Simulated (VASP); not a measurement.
Input:

```
SrTiO3
1.0
    3.98474     0.00000     0.00000
    0.00000     3.98474     0.00000
    0.00000     0.00000     3.98474
Sr Ti O
1 1 3
Direct
  0.00000   0.00000   0.00000
  0.50000   0.50000   0.50000
  0.50000   0.00000   0.50000
  0.00000   0.50000   0.50000
  0.50000   0.50000   0.00000
```

Calculation: SCAN meta-GGA, VASP's PBE PAW potentials (set 64) (plane waves; VASP 6.6.1). Numerical set-up: 520 eV cut-off, 7×7×7 Γ-centred mesh, Gaussian smearing of 0.050 eV, potentials Sr_sv Ti_sv O.

Problem. Estimate the energy per atom (σ→0), pressure.

Solution. 
```
Property                        Result
---------------------  ---------------
energy per atom (σ→0)  -14.881 eV/atom
pressure                     -9.85 GPa
```

The absolute energy has meaning only against runs of the same code, potentials and settings.

The compound is SrTiO3 in the cubic perovskite structure, the ideal cubic form; the compound distorts at low or room temperature. This cell is one point of a volume scan, at 1.06 of the reference volume.
